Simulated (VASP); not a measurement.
A VASP calculation is set up with these files.

### POSCAR
```
SnO
1
    2.8233190000     0.0000000000     0.0000000000
    0.0000000000     2.8233190000     0.0000000000
    0.0000000000     0.0000000000     2.8233190000
Sn O
1 1
Direct
  0.0000000000   0.0000000000   0.0000000000
  0.5000000000   0.5000000000   0.5000000000
```

File KPOINTS:
```
Automatic mesh
0
Gamma
7 7 7
0 0 0
```

### INCAR
```
SYSTEM = SnO
PREC = Accurate
ENCUT = 520
EDIFF = 1E-6
NELM = 60
ALGO = Normal
LREAL = .FALSE.
LASPH = .TRUE.
ISMEAR = 0
SIGMA = 0.05
GGA = PE
LMAXMIX = 4
LWAVE = .FALSE.
LCHARG = .FALSE.
ISIF = 2
```

POTCAR, in this order: O Sn_d (PBE.64 set). Program: vasp_std.

The run wrote:

### standard output
```
 POSCAR found type information on POSCAR SnO
 POSCAR found :  2 types and       2 ions
 Reading from existing POTCAR
 Reading from existing POTCAR
 WARNING: type information on POSCAR and POTCAR are incompatible
 POTCAR overwrites the type information in POSCAR
 typ   1 type information:  Sn O
 WARNING: type information on POSCAR and POTCAR are incompatible
 POTCAR overwrites the type information in POSCAR
 typ   2 type information:  O  Sn
 LDA part: xc-table for (Slater+PW92), standard interpolation
 POSCAR, INCAR and KPOINTS ok, starting setup
 WAVECAR not read
 entering main loop
       N       E                     dE             d eps       ncg     rms          rms(c)
DAV:   1     0.127627960204E+03    0.12763E+03   -0.10586E+04   566   0.243E+03
DAV:   2    -0.907733091333E+00   -0.12854E+03   -0.12356E+03   614   0.412E+02
DAV:   3    -0.101207756482E+02   -0.92130E+01   -0.91797E+01   680   0.102E+02
DAV:   4    -0.102507346835E+02   -0.12996E+00   -0.12993E+00   608   0.127E+01
DAV:   5    -0.102532704943E+02   -0.25358E-02   -0.25357E-02   678   0.181E+00    0.785E+00
DAV:   6    -0.870746065154E+01    0.15458E+01   -0.83194E+00   766   0.442E+01    0.367E+00
DAV:   7    -0.862905366217E+01    0.78407E-01   -0.70282E-01   622   0.789E+00    0.135E+00
DAV:   8    -0.861502194832E+01    0.14032E-01   -0.71938E-02   566   0.260E+00    0.354E-01
DAV:   9    -0.861358596822E+01    0.14360E-02   -0.12621E-02   796   0.137E+00    0.206E-01
DAV:  10    -0.861294690572E+01    0.63906E-03   -0.19384E-03   780   0.506E-01    0.648E-02
DAV:  11    -0.861294028779E+01    0.66179E-05   -0.23429E-04   744   0.191E-01    0.107E-02
DAV:  12    -0.861294071056E+01   -0.42277E-06   -0.11404E-05   728   0.434E-02    0.905E-03
DAV:  13    -0.861293989553E+01    0.81503E-06   -0.13423E-06   348   0.145E-02
   1 F= -.86129399E+01 E0= -.86114674E+01  d E =-.294493E-02
```

**OUTCAR**
```
------------------------ aborting loop because EDIFF is reached ----------------------------------------
  FORCE on cell =-STRESS in cart. coord.  units (eV):
  Direction    XX          YY          ZZ          XY          YZ          ZX
  --------------------------------------------------------------------------------------
  Total        8.7186552      8.7186552      8.7186552      0.0000000      0.0000000     -0.0000000
  in kB      620.6978393    620.6978393    620.6978393      0.0000000      0.0000000     -0.0000000
  external PRESSURE =     620.6978393 kB  Pullay stress =       0.0000000 kB
  volume of cell :       22.51
      direct lattice vectors                 reciprocal lattice vectors
     2.823319000  0.000000000  0.000000000     0.354193061  0.000000000  0.000000000
     0.000000000  2.823319000  0.000000000     0.000000000  0.354193061  0.000000000
     0.000000000  0.000000000  2.823319000     0.000000000  0.000000000  0.354193061
 POSITION                                       TOTAL-FORCE (eV/Angst)
 -----------------------------------------------------------------------------------
      0.00000      0.00000      0.00000         0.000000      0.000000      0.000000
      1.41166      1.41166      1.41166         0.000000      0.000000      0.000000
 -----------------------------------------------------------------------------------
    total drift:                                0.000000     -0.000000     -0.000000
  FREE ENERGIE OF THE ION-ELECTRON SYSTEM (eV)
  ---------------------------------------------------
  free  energy   TOTEN  =        -8.6129398955 eV

  energy  without entropy=       -8.6099949637  energy(sigma->0) =       -8.61146743
```
(Selected blocks of OUTCAR.)

Q: Read input and log: which fault does this run have?
A. a hybrid functional was run with ALGO = VeryFast
B. NSW = 0, so the ions never move
C. POTCAR lists the elements in another order than POSCAR
D. selective dynamics freezes every atom

A: C, POTCAR lists the elements in another order than POSCAR. The run ends without an error. Against the sound run, the pressure hardly moves.

To mend it, use POTCAR Sn_d O of the PBE.64 set.

The mended run (PBE GGA, plane waves, VASP's PBE PAW potentials (set 64)) converges, and its OSZICAR ends with
```
   1 F= -.86129399E+01 E0= -.86114671E+01  d E =-.294566E-02
```

The structure was generated: SnO was put into the CsCl type (Pm-3m), which need not be its known phase. The cell was not relaxed at this level.
